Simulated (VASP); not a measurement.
Input of a VASP 6.6.1 run:

The input INCAR:

```
PREC = Normal
ENCUT = 520
EDIFF = 1E-4
ISMEAR = 0
SIGMA = 0.15
LREAL = False
LASPH = True
NELM = 60
ALGO = Fast
ISIF = 3
LWAVE = False
LCHARG = False
GGA = PE
IBRION = 2
NSW = 24
EDIFFG = -0.08
```

Contents of KPOINTS:

```
Automatic mesh
0
Gamma
  5 5 5
```

File POSCAR:

```
Be2ZnO3
1.0
   -2.1702593400      2.1702593400      3.4353574400
    2.1702593400     -2.1702593400      3.4353574400
    2.1702593400      2.1702593400     -3.4353574400
Be Zn O
2 1 3
Direct
    0.7371041100      0.7371041100      0.0000000000
    0.2628958900      0.2628958900      0.0000000000
    0.0000000000      0.0000000000      0.0000000000
    0.7500000000      0.2500000000      0.5000000000
    0.2500000000      0.7500000000      0.5000000000
    0.5000000000      0.5000000000      0.0000000000
```

Potentials or basis: VASP PAW PBE potentials, release 64 (Be, Zn, O).

Launch:

```bash
$ cat potpaw_PBE.64/Be/POTCAR potpaw_PBE.64/Zn/POTCAR potpaw_PBE.64/O/POTCAR > POTCAR
$ mpirun -np 1 vasp_std > vasp.out
```

(1) Estimate the space group after relaxing (to 0.05 Å).

(2) Estimate the relaxed volume.

Answers

(1) I4/mmm (No. 139).

(2) 7.97 Å³/atom.

Caveat: the k mesh is coarse (spacing up to 0.41 Å⁻¹), so the values aren't converged; the volume moved by over 15 % at a fixed basis, so the end points are rough.
